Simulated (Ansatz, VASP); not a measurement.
# LiZnI3: VASP beside Ansatz, part 3 of 3

Wanted: the spread between two codes on one cell, functional and k mesh. The cell is generated by rule, not measured, and may not be a known phase. The cell is taken from a series of runs on this material, whose earlier steps may have relaxed, scaled, displaced or heated it; both programs get it as it stands.

VASP 6.6.1 and Ansatz 0.2.0.

So far: Ansatz: relaxation of cell and atoms, PBEsol, pair 1; VASP: relaxation of cell and atoms, PBEsol, pair 1; Differences; Ansatz: relaxation of cell and atoms, PBEsol, pair 2; VASP: relaxation of cell and atoms, PBEsol, pair 2; Side by side.

## (8) VASP: relaxation of cell and atoms, PBEsol, pair 3

Level of this step: PBEsol; plane waves and PAW (Li_sv, Zn, I); invented cell (VASP).

The relaxed volume is the usual yardstick between codes: in a stiff, nearly cubic crystal its relative difference is about their pressure difference at one cell divided by the bulk modulus. Its start cell is another than that of the pair before, and may be another structure of the material.

Input file INCAR:

```
SYSTEM = LiZnI3
PREC = Accurate
ENCUT = 750
EDIFF = 1E-07
NELM = 120
ISMEAR = 0
SIGMA = 0.01
LREAL = .FALSE.
ALGO = Normal
GGA = PS
NBANDS = 24
LORBIT = 11
LWAVE = .FALSE.
LCHARG = .FALSE.
ISIF = 3
IBRION = 2
NSW = 80
EDIFFG = -0.005
LASPH = .TRUE.
GGA_COMPAT = .FALSE.
NELMIN = 4
EFERMI = MIDGAP
KPAR = 2
```

Input file POSCAR:

```
LiZnI3
1.0
    4.1743580000      0.0000000000      0.0000000000
    0.0000000000      4.0235730000      6.2000350000
    0.0000000000     -4.0235730000      6.2000350000
Li Zn I
1 1 3
Direct
    0.0000000000      0.8220845527      0.8220845527
    0.5000000000      0.4298451541      0.4298451541
    0.5000000000      0.5681511937      0.0480733922
    0.5000000000      0.0480733922      0.5681511937
    0.0000000000      0.5594311968      0.5594311968
```

Input file KPOINTS:

```
Automatic mesh
0
Gamma
6 4 4
0 0 0
```

The projector-augmented-wave data sets are Li_sv, Zn and I (PBE family, release 64).

The run is started by

```sh
mpirun -np 2 vasp_std
```

Numbers of over 12 decimals in the logs are rounded to 6 here.

What it wrote:

```text
[... set-up lines as in an earlier step ...]
 entering main loop
       N       E                     dE             d eps       ncg     rms          rms(c)
DAV:   1     0.269167069098E+03    0.26917E+03   -0.17489E+04  1344   0.173E+03
DAV:   2     0.174687362708E+02   -0.25170E+03   -0.24338E+03  1688   0.320E+02
DAV:   3    -0.991632667094E+01   -0.27385E+02   -0.27300E+02  1632   0.992E+01
DAV:   4    -0.129843058623E+02   -0.30680E+01   -0.30548E+01  2680   0.214E+01
[...]
DAV:  14    -0.126355812717E+02   -0.13565E-05   -0.92472E-06  1776   0.214E-02    0.458E-03
DAV:  15    -0.126355817741E+02   -0.50244E-06   -0.22688E-06  1504   0.941E-03    0.282E-03
DAV:  16    -0.126355818331E+02   -0.59026E-07   -0.25946E-07  1448   0.341E-03
   1 F= -.12635582E+02 E0= -.12635582E+02  d E =-.126356E+02
[...]
N       E                     dE             d eps       ncg     rms          rms(c)
DAV:   1    -0.126360124225E+02   -0.43065E-03   -0.69807E-03  1616   0.929E-01    0.135E-01
DAV:   2    -0.126356939504E+02    0.31847E-03   -0.12170E-03  1640   0.588E-01    0.543E-02
DAV:   3    -0.126356353879E+02    0.58562E-04   -0.11796E-04  1552   0.581E-02    0.269E-02
DAV:   4    -0.126356230375E+02    0.12350E-04   -0.16960E-05  1672   0.223E-02    0.160E-02
DAV:   5    -0.126356216455E+02    0.13920E-05   -0.11826E-06  2016   0.103E-02    0.108E-02
DAV:   6    -0.126356208979E+02    0.74764E-06   -0.57547E-07  1496   0.743E-03    0.114E-03
DAV:   7    -0.126356208877E+02    0.10202E-07   -0.11083E-07  1248   0.320E-03
   2 F= -.12635621E+02 E0= -.12635621E+02  d E =-.390545E-04
 trial-energy change:   -0.000039  1 .order   -0.000041   -0.000077   -0.000005
 step:   1.0877(harm=  1.0716)  dis= 0.00075  next Energy=   -12.635621 (dE=-0.393E-04)
 reached required accuracy - stopping structural energy minimisation
```

OUTCAR, selected parts (step 8):

```text
  Total        0.0041515      0.0009215     -0.0063273      0.0000000      0.0000000      0.0000000
  in kB        0.0318974      0.0070806     -0.0486147      0.0000000      0.0000000      0.0000000
  external PRESSURE =      -0.0032123 kB  Pullay stress =       0.0000000 kB

 POSITION                                       TOTAL-FORCE (eV/Angst)
 -----------------------------------------------------------------------------------
      0.00000      0.00000     10.19697         0.000000      0.000000     -0.002151
      2.08801      0.00000      5.33180         0.000000      0.000000     -0.002280
      2.08801      2.09411      3.82148         0.000000      0.001853     -0.000087
      2.08801     -2.09411      3.82148         0.000000     -0.001853     -0.000087
      0.00000      0.00000      6.93983         0.000000      0.000000      0.004605
 -----------------------------------------------------------------------------------
    total drift:                               -0.000000      0.000000      0.000437

  FREE ENERGIE OF THE ION-ELECTRON SYSTEM (eV)
  ---------------------------------------------------
  free  energy   TOTEN  =       -12.6356208877 eV

  energy  without entropy=      -12.6356208877  energy(sigma->0) =      -12.63562089

[... 1 part as in an earlier step ...]

[... 3 further parts left out ...]
[key lines of the parts left out:]
E-fermi :   1.0710
```

The run keeps the 4 symmetry operations of its start, so it cannot find a distortion of lower symmetry.

## (9) Ansatz: relaxation of cell and atoms, PBEsol, pair 3

The same cell, functional and mesh now go to Ansatz, which takes its cutoff from its data sets.

The cell is taken from a series of runs on this material, whose earlier steps may have relaxed, scaled, displaced or heated it; both programs get it as it stands.

Input file input.yaml:

```yaml
crystal:
  lattice:
    - [4.1743582377, 0.0, 0.0]
    - [0.0, 4.0235734213, 6.2000349975]
    - [0.0, -4.0235734213, 6.2000349975]
  atoms:
    - { symbol: Li, position: [0.0, 0.8220845328, 0.8220845328] }
    - { symbol: Zn, position: [0.5, 0.4298451632, 0.4298451632] }
    - { symbol: I, position: [0.5, 0.5681511441, 0.048073362] }
    - { symbol: I, position: [0.5, 0.048073362, 0.5681511441] }
    - { symbol: I, position: [0.0, 0.559431227, 0.559431227] }
kpoints:
  mp_grid: { grid: [6, 4, 4] }
hamiltonian:
  xc: pbesol
  pseudopotentials: { kind: paw, azcp: { folder: soft_1 }, xc_functional: pbe }
scf:
  occupations: { method: fixed }
output:
  forces: true
  stress: true
  eigenvalues: true
relax:
  adjacent_minimum: "off"
  f_tol: 0.001
  max_steps: 60
  cell: { stress_tol: 0.01 }
```

The run is started by

```sh
ansatz run input.yaml --threads 4 --pin off --max-ram 16384MiB --backend cpu --events-out ev --progress --plain --runs-dir out
```

What it wrote:

```text
[...]
Crystal: 5 atoms, lattice volume = 208.270 Å³
Basis set: ecut = 420 eV, 4077 PW (Γ), exchange–correlation on 60×100×100 points (8 copies of the dense FFT grid, shifted against one another)
Bands: 40, of which v1, the nominal top of the filled ones, is band 33 counted from 1 (32 counted from 0)
Symmetry: 4 space group operations
[...]
k-points: 28 of 96 (time reversal used)
[...]
cell:  # Å, volume = 208.2307 Å³
    - [4.174191, 0.0, 0.0]
    - [0.0, 4.023786, 6.198799]
    - [0.0, -4.023786, 6.198799]
  atoms:
    - { symbol: Li, position: [0.0, 0.822097, 0.822097] }
    - { symbol: Zn, position: [0.500000, 0.429843, 0.429843] }
    - { symbol: I, position: [0.500000, 0.568116, 0.048097] }
    - { symbol: I, position: [0.500000, 0.048097, 0.568116] }
    - { symbol: I, position: [0.0, 0.559433, 0.559433] }
[key lines of the parts left out:]
SCF converged after 6 iterations
Free energy (F): -25784.892112 eV
Fermi energy:    2.013720 eV
P = ⅓ Tr σ = -0.0001 GPa (-0.001 kbar)
```

## (10) Comparison

What differs besides the data sets and the points named for the pairs above, as far as they apply: the data sets hold 66 valence electrons in Ansatz (on its PAW soft_1 files) and 36 in VASP. Total energies have different zeros and are not compared.

Compared:

| quantity | Ansatz | VASP | difference |
| --- | --- | --- | --- |
| volume (Å³) | 208.23 | 208.53 | -0.14 % |
| edge a after relaxation, in the typed setting (Å) | 4.174 | 4.176 | -0.04 % |
| edge b after relaxation, in the typed setting (Å) | 7.390 | 7.394 | -0.05 % |

## (11) Summary of results

```yaml
difference_in_volume_relaxation_of_cell_and_atoms_pbesol_pair_1: -0.14 %
difference_in_volume_relaxation_of_cell_and_atoms_pbesol_pair_2: -0.14 %
difference_in_volume_relaxation_of_cell_and_atoms_pbesol_pair_3: -0.14 %
```

In words: The difference in volume is -0.14 % (relaxation of cell and atoms, PBEsol, pair 3), within the 1.2 % picked in this series as the mark of a large difference, as far as the stopping tolerances let one tell. The data sets hold unlike numbers of valence electrons (66 in Ansatz and 36 in VASP), so part of the differences comes from the potentials. 2 further runs of this series are not shown here. How closely two codes agree says nothing of how well the functional describes the real material.

[Lines on the potential files, build, host, timing and source positions are cut from VASP's logs without a mark.]

[Logs are printed without paths, hosts, clocks, repeated set-up lines and the standing remarks that a program may print on its own settings, such as how far it seeks lower states.]

[Hosts, paths, dates, database ids (printed as entryN), source tags and the programs' standing remarks are cut or masked in the printed files.]
